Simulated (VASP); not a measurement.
These are LDA (Ceperley-Alder, Perdew-Zunger), VASP's LDA PAW potentials (set 64) (plane waves; VASP 6.6.1) values and carry that method's errors.

The input files of a VASP run:

**POSCAR**
```
Zn
1
    1.3022702860    -2.2555986983    -0.0000000000
    1.3022702860     2.2555986983    -0.0000000000
   -0.0000000000    -0.0000000000     4.5839303646
Zn
2
Direct
  0.3333330000   0.6666670000   0.2500000000
  0.6666670000   0.3333330000   0.7500000000
```

**INCAR**
```
SYSTEM=Zn
PREC=Accurate; ENCUT=400; LREAL=.FALSE.
LASPH=.TRUE.
EDIFF=1E-6; NELM=100; ALGO=Normal
LMAXMIX=4
ISMEAR=1; SIGMA=0.1
IBRION=2; NSW=60; ISIF=3
EDIFFG=-0.01
LWAVE=.FALSE.; LCHARG=.FALSE.
```

KPOINTS:
```
Regular mesh
0
Gamma
14 14 7
0 0 0
```

POTCAR, in this order: Zn (LDA.64 set). Program: vasp_std.

**Question.** What will the output report for the number of irreducible k-points (NKPTS), largest plane-wave count, number of space-group operations, FFT grid (NGX, NGY, NGZ)?

**Answer.** 
The number of irreducible k-points (NKPTS) comes out as 96 and the largest plane-wave count is 513. The number of space-group operations is 24 and the FFT grid (NGX, NGY, NGZ) comes out as 18 × 18 × 30.

The compound is Zn in the hcp structure. This run relaxes it. Symmetry was kept, so distortions that lower it aren't found. The start is the result of an earlier pass.
